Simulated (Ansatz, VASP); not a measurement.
**One calculation of BaHg, two programs**

```xyz
2
Lattice="4.1788 0.0000 0.0000 0.0000 4.1788 0.0000 0.0000 0.0000 4.1788" Properties=species:S:1:pos:R:3 pbc="T T T"
Ba    0.0000    0.0000    0.0000
Hg    2.0894    2.0894    2.0894
```

The cell comes from a database or a generator and needn't be the stable form of this composition.

Alike in both runs: task single point; functional LDA; k mesh 12 × 12 × 12; occupations gaussian, width 0.15 eV; no spin polarisation.

|  | VASP | Ansatz |
| --- | --- | --- |
| version | VASP 6.6.1 | Ansatz 0.2.0 |
| potentials or method | VASP PAW LDA potentials, release 64 (Ba_sv, Hg) | scalar-relativistic, plane waves, PAW |
| plane-wave cutoff (eV) | 520 | 420 |
| valence electrons in the cell | 22 | 30 |

|  | VASP | Ansatz | Ansatz less VASP |
| --- | --- | --- | --- |
| gap on the k mesh at the Fermi level (eV) | none | none | - |
| pressure (GPa) | -2.6 | -2.9 | -0.32 |

A gap of «none» marks a metal or a gap that the smearing closes. The two sets of potentials don't hold the same shells in valence.

The runs have no spin-orbit coupling, so splittings on Ba, Hg are missing.
